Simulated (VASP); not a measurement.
VASP ran on this input.

File POSCAR:
```
MgSb
1
    1.9195400000     1.1082470000     4.0183130000
   -1.9195400000     1.1082470000     4.0183130000
    0.0000000000    -2.2164940000     4.0183130000
Mg Sb
1 1
Direct
  0.0000000000   0.0000000000   0.0000000000
  0.5000000000   0.5000000000   0.5000000000
```

### INCAR
```
SIGMA = 0.1
SYSTEM = MgSb
LMAXMIX = 4
EDIFF = 1E-6
LWAVE = .FALSE.
ENCUT = 400
LREAL = .FALSE.   # projection in real space or not
ISIF = 3
EDIFFG = -0.01
LCHARG = .FALSE.
NELM = 100   # most electronic steps
LASPH = .TRUE.   # aspherical one-centre terms
ALGO = Normal
PREC = Accurate
ISMEAR = 1   # Methfessel-Paxton
NSW = 60   # most ionic steps
IBRION = 2
```

**KPOINTS**
```
Automatic mesh
0
Gamma
10 10 10
0 0 0
```

POTCAR, in this order: Mg Sb (LDA.64 set). Program: vasp_std.

Task: Write an equivalent input for Ansatz.

Result: One equivalent input (not run):
Ansatz 0.2 input:
```yaml
crystal:
  lattice:
    - [1.9195400, 1.1082470, 4.0183130]
    - [-1.9195400, 1.1082470, 4.0183130]
    - [0.0000000, -2.2164940, 4.0183130]
  atoms:
    - { symbol: Mg, position: [0.0000000, 0.0000000, 0.0000000] }
    - { symbol: Sb, position: [0.5000000, 0.5000000, 0.5000000] }
kpoints:
  mp_grid: { grid: [10, 10, 10] }
hamiltonian:
  xc: lda
  pseudopotentials: { kind: paw }
scf:
  occupations: { method: methfessel_paxton, width: 0.1 }
  max_iter: 100
relax:
  max_steps: 60
  f_tol: 0.01
  cell: {}
output: { forces: true, stress: true, eigenvalues: true }
```
Limits of the translation: each code has its own PAW files, so the cut-off isn't converted (ENCUT is set for VASP's; basis.ecutwfc is left out, and Ansatz then takes the one that its files recommend); Ansatz stops its SCF on the density residual and VASP on the energy change (EDIFF); Ansatz's lda is the Perdew-Wang form, while the LDA potentials of VASP carry Perdew-Zunger's.

The structure comes from a computed database's MgSb entry (R-3m); how it stands against other phases isn't given here. This run relaxes it. Symmetry was kept, so distortions that lower it aren't found.
